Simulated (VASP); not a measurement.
Level of theory: r2SCAN meta-GGA, VASP's PBE PAW potentials (set 64) (plane waves; VASP 6.6.1).

A VASP calculation is set up with these files.

POSCAR:
```
Cu
1
    2.5191981056     0.0000000000     0.0000000000
   -1.2595990528     2.1816895804     0.0000000000
    0.0000000000     0.0000000000     4.1619285481
Cu
2
Direct
  0.3333330000   0.6666670000   0.2500000000
  0.6666670000   0.3333330000   0.7500000000
```

### KPOINTS
```
kpoints
0
G
18 18 10
0 0 0
```

File KPOINTS_OPT:
```
k-points along high-symmetry lines
6
Line-mode
Reciprocal
  0.000000   0.000000   0.000000 ! GAMMA
  0.500000   0.000000   0.000000 ! M

  0.500000   0.000000   0.000000 ! M
  0.333333   0.333333   0.000000 ! K

  0.333333   0.333333   0.000000 ! K
  0.000000   0.000000   0.000000 ! GAMMA

  0.000000   0.000000   0.000000 ! GAMMA
  0.000000   0.000000   0.500000 ! A

  0.000000   0.000000   0.500000 ! A
  0.500000   0.000000   0.500000 ! L

  0.500000   0.000000   0.500000 ! L
  0.333333   0.333333   0.500000 ! H

  0.333333   0.333333   0.500000 ! H
  0.000000   0.000000   0.500000 ! A

  0.500000   0.000000   0.500000 ! L
  0.500000   0.000000   0.000000 ! M

  0.333333   0.333333   0.500000 ! H
  0.333333   0.333333   0.000000 ! K
```

**INCAR**
```
! general
SYSTEM   =  Cu
PREC     =  Accurate
ENCUT    =  400
LREAL    =  .False.   ! projection in real space or not
LASPH    =  .True.

! electronic loop
EDIFF    =  1E-7   ! SCF stop (eV)
NELM     =  100   ! most electronic steps
ALGO     =  Normal
LMAXMIX  =  4
LMIXTAU  =  .True.

! smearing
ISMEAR   =  -5

! functional
METAGGA  =  R2SCAN

! ions
ISIF     =  2   ! forces and stress, cell fixed

! output
LWAVE    =  .False.
LCHARG   =  .False.
LORBIT   =  11   ! lm-projected
NEDOS    =  601   ! DOS grid
```

POTCAR, in this order: Cu (PBE.64 set). Program: vasp_std.

The resulting files:

File OUTCAR:
```
 ion  position               nearest neighbor table
   1  0.333  0.667  0.250-   2 2.54   2 2.54   2 2.54   2 2.54   2 2.54   2 2.54
   2  0.667  0.333  0.750-   1 2.54   1 2.54   1 2.54   1 2.54   1 2.54   1 2.54
  LATTYP: Found a hexagonal cell.
 ALAT       =     2.5191981056
 C/A-ratio  =     1.6520846609
 Subroutine PRICEL returns:
 Original cell was already a primitive cell.
 Subroutine GETGRP returns: Found 24 space group operations
The static configuration has the point symmetry D_3d.
 The point group associated with its full space group is D_6h.
The dynamic configuration has the point symmetry D_3d.
 Subroutine INISYM returns: Found 24 space group operations
 Subroutine IBZKPT returns following result:
 Found    222 irreducible k-points:

 Following reciprocal coordinates:
            Coordinates               Weight
  0.000000  0.000000  0.000000      1.000000
  0.055556  0.000000  0.000000      6.000000
  0.111111  0.000000  0.000000      6.000000
  0.166667  0.000000  0.000000      6.000000
  0.222222  0.000000  0.000000      6.000000
  0.277778  0.000000  0.000000      6.000000
  0.333333  0.000000  0.000000      6.000000
  0.388889  0.000000  0.000000      6.000000
  0.444444  0.000000  0.000000      6.000000
  0.500000  0.000000  0.000000      3.000000
  0.055556  0.055556  0.000000      6.000000
  0.111111  0.055556  0.000000     12.000000
  0.166667  0.055556  0.000000     12.000000
  0.222222  0.055556  0.000000     12.000000
  0.277778  0.055556  0.000000     12.000000
  0.333333  0.055556  0.000000     12.000000
  0.388889  0.055556  0.000000     12.000000
  0.444444  0.055556  0.000000     12.000000
  0.111111  0.111111  0.000000      6.000000
  0.166667  0.111111  0.000000     12.000000
  0.222222  0.111111  0.000000     12.000000
  0.277778  0.111111  0.000000     12.000000
...
```

File OSZICAR:
```
       N       E                     dE             d eps       ncg     rms          rms(c)
DAV:   1     0.980829704903E+02    0.98083E+02   -0.94663E+03  6956   0.227E+03
DAV:   2    -0.227354697513E+02   -0.12082E+03   -0.11680E+03  6674   0.313E+02
DAV:   3    -0.266964148904E+02   -0.39609E+01   -0.39054E+01  8236   0.880E+01
DAV:   4    -0.267254237238E+02   -0.29009E-01   -0.28993E-01  8008   0.719E+00
DAV:   5    -0.267258833594E+02   -0.45964E-03   -0.45958E-03  9039   0.779E-01    0.111E+01
DAV:   6    -0.229297297126E+02    0.37962E+01   -0.23355E+01  6877   0.144E+02    0.699E+00
DAV:   7    -0.216495224327E+02    0.12802E+01   -0.42973E+00  6891   0.574E+01    0.548E-01
DAV:   8    -0.216568249958E+02   -0.73026E-02   -0.19718E-01  9406   0.118E+01    0.121E+00
DAV:   9    -0.216233764510E+02    0.33449E-01   -0.53034E-02  8925   0.682E+00    0.846E-02
DAV:  10    -0.216313671858E+02   -0.79907E-02   -0.21647E-02  7737   0.219E+00    0.409E-02
DAV:  11    -0.216334401166E+02   -0.20729E-02   -0.34146E-04  9345   0.308E-01    0.417E-02
DAV:  12    -0.216338802920E+02   -0.44018E-03   -0.17647E-04  8965   0.300E-01    0.186E-02
DAV:  13    -0.216342510551E+02   -0.37076E-03   -0.16618E-04  8961   0.204E-01    0.875E-03
DAV:  14    -0.216342530844E+02   -0.20293E-05   -0.37780E-06  8627   0.238E-02    0.792E-03
DAV:  15    -0.216342476457E+02    0.54387E-05   -0.47328E-07  7178   0.737E-03    0.725E-03
DAV:  16    -0.216342452072E+02    0.24385E-05   -0.26256E-06  8446   0.466E-02    0.640E-04
DAV:  17    -0.216342452978E+02   -0.90683E-07   -0.54825E-08  4009   0.296E-03
   1 F= -.21634245E+02 E0= -.21634245E+02  d E =0.000000E+00
       N       E                     dE             ncg
```

**OUTCAR**
```
------------------------ aborting loop because EDIFF is reached ----------------------------------------
  FORCE on cell =-STRESS in cart. coord.  units (eV):
  Direction    XX          YY          ZZ          XY          YZ          ZX
  --------------------------------------------------------------------------------------
  Total        0.0739840      0.0739840     -0.1814650      0.0000000      0.0000000      0.0000000
  in kB        5.1820126      5.1820127    -12.7102315      0.0000000      0.0000000      0.0000000
  external PRESSURE =      -0.7820687 kB  Pullay stress =       0.0000000 kB
  volume of cell :       22.87
      direct lattice vectors                 reciprocal lattice vectors
     2.519198106  0.000000000  0.000000000     0.396951712  0.229180175  0.000000000
    -1.259599053  2.181689580  0.000000000     0.000000000  0.458360350  0.000000000
     0.000000000  0.000000000  4.161928548     0.000000000  0.000000000  0.240273226
 POSITION                                       TOTAL-FORCE (eV/Angst)
 -----------------------------------------------------------------------------------
     -0.00000      1.45446      1.04048         0.000000     -0.000000      0.000000
      1.25960      0.72723      3.12145        -0.000000      0.000000      0.000000
 -----------------------------------------------------------------------------------
    total drift:                               -0.000050      0.000048     -0.000014
  FREE ENERGIE OF THE ION-ELECTRON SYSTEM (eV)
  ---------------------------------------------------
  free  energy   TOTEN  =       -21.6342452978 eV

  energy  without entropy=      -21.6342452978  energy(sigma->0) =      -21.63424530

 total charge

# of ion       s       p       d       tot
------------------------------------------
    1        0.468   0.423   9.195  10.086
    2        0.468   0.423   9.195  10.086
--------------------------------------------------
tot          0.936   0.847  18.390  20.172
```
(Selected blocks of OUTCAR.)

**OUTCAR**
```
 val. band max:        7.8663624881   @ k =   0.4444   0.0000   0.5000

 cond. band min:       7.6657834721   @ k =   0.3889   0.0556   0.5000


 Fermi energy:         7.7988987770

 k-point     1 :       0.0000    0.0000    0.0000
  band No.  band energies     occupation
      1      -2.1269      2.00000
      2       2.3495      2.00000
      3       4.5149      2.00000
      4       4.6121      2.00000
      5       4.6123      2.00000
      6       4.8257      2.00000
      7       4.8259      2.00000
      8       5.1649      2.00000
      9       5.1651      2.00000
     10       5.9222      2.00000
     11       5.9224      2.00000
     12       6.5438      2.00000
     13      11.7676      0.00000
     14      30.3814      0.00000
     15      31.3438      0.00000

 k-point     2 :       0.0556    0.0000    0.0000
  band No.  band energies     occupation
      1      -2.0197      2.00000
      2       2.4122      2.00000
      3       4.4611      2.00000
      4       4.6513      2.00000
      5       4.6558      2.00000
      6       4.8054      2.00000
      7       4.8608      2.00000
      8       5.1199      2.00000
      9       5.1416      2.00000
     10       5.5078      2.00000
     11       5.9313      2.00000
     12       7.0860      2.03024
     13      11.7951      0.00000
     14      28.7322      0.00000
     15      30.1213      0.00000

 k-point     3 :       0.1111    0.0000    0.0000
  band No.  band energies     occupation
      1      -1.7011      2.00000
      2       2.5886      2.00000
      3       4.3508      2.00000
      4       4.7057      2.00000
      5       4.7661      2.00000
      6       4.7880      2.00000
      7       4.8239      2.00000
      8       4.9623      2.00000
      9       5.0771      2.00000
     10       5.1861      2.00000
     11       5.9540      2.00000
     12       7.9527      0.73094
     13      11.8833      0.00000
     14      25.8655      0.00000
     15      28.4793      0.00000
...
```

For a metal the tetrahedron method with Blöchl corrections gives inexact stress and forces.

The structure comes from a computed database's Cu entry (P6_3/mmc); how it stands against other phases isn't given here. It was relaxed first.
